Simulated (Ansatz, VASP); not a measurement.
One calculation of Nb2Ga3C3, two programs

INCAR

```
  ALGO = Normal
  EDIFF = 1E-6
  ENCUT = 520
  GGA = PE
  ISIF = 2
  ISMEAR = 0
  LASPH = True
  LCHARG = True
  LELF = True
  LREAL = False
  LVHAR = True
  LWAVE = False
  NBANDS = 48
  NELM = 60
  PREC = Accurate
  SIGMA = 0.1
```

KPOINTS

```
k-points
0
Gamma
  4 4 4
```

The input POSCAR:

```
Nb2Ga3C3
1.0
    5.0921157100      0.0000000000      0.0000000000
    0.0000000000      5.0921157100      0.0000000000
    0.0000000000      0.0000000000      5.0921157100
Nb Ga C
2 3 3
Direct
    0.5000000000      0.5000000000      0.5000000000
    0.0000000000      0.0000000000      0.0000000000
    0.0000000000      0.5000000000      0.5000000000
    0.5000000000      0.0000000000      0.5000000000
    0.5000000000      0.5000000000      0.0000000000
    0.5000000000      0.0000000000      0.0000000000
    0.0000000000      0.5000000000      0.0000000000
    0.0000000000      0.0000000000      0.5000000000
```

Input for Ansatz:

```yaml
crystal:
  lattice:
    - [5.09211571, 0.0, 0.0]
    - [0.0, 5.09211571, 0.0]
    - [0.0, 0.0, 5.09211571]
  atoms:
    - { symbol: Nb, position: [0.5, 0.5, 0.5] }
    - { symbol: Nb, position: [0.0, 0.0, 0.0] }
    - { symbol: Ga, position: [0.0, 0.5, 0.5] }
    - { symbol: Ga, position: [0.5, 0.0, 0.5] }
    - { symbol: Ga, position: [0.5, 0.5, 0.0] }
    - { symbol: C, position: [0.5, 0.0, 0.0] }
    - { symbol: C, position: [0.0, 0.5, 0.0] }
    - { symbol: C, position: [0.0, 0.0, 0.5] }
basis:
  ecutwfc: 420
kpoints:
  mp_grid: { grid: [4, 4, 4] }
hamiltonian:
  xc: pbe
scf:
  occupations: { method: gaussian, width: 0.1 }
  lower_state_search: "off"
output:
  forces: true
  stress: true
  eigenvalues: true
```

Alike in both runs: task single point; functional PBE; k mesh 4 × 4 × 4; occupations gaussian, width 0.1 eV; no spin polarisation.

```csv
,VASP,Ansatz
version,VASP 6.6.1,Ansatz 0.2.0
potentials or method,"VASP PAW PBE potentials, release 64 (Nb_sv, Ga_d, C)","scalar-relativistic, plane waves, PAW"
plane-wave cutoff (eV),520,420
valence electrons in the cell,77,77
```

Ansatz gave:

* gap on the k mesh at the Fermi level (eV): none
* pressure (GPa): -12.9

Question: What did VASP give for the same quantities?

Answer: gap on the k mesh at the Fermi level (eV): none; pressure (GPa): -12.8.

A gap of «none» marks a metal or a gap that the smearing closes.
